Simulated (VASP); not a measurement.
Calculation: PBE GGA, VASP's PBE PAW potentials (set 64) (plane waves; VASP 6.6.1). Each cell was relaxed at this level, without spin-orbit coupling.

Q: Which of these comes out without a gap?
A. SnSe2, P-3m1 (164)
B. Cd, P6_3/mmc (194)
C. AlP, F-43m (216)
D. BN, P6_3/mmc (194)

A: B, Cd, P6_3/mmc (194). The others have gaps of 4.47 eV (BN, P6_3/mmc (194)), 1.63 eV (AlP, F-43m (216)), 0.68 eV (SnSe2, P-3m1 (164)).
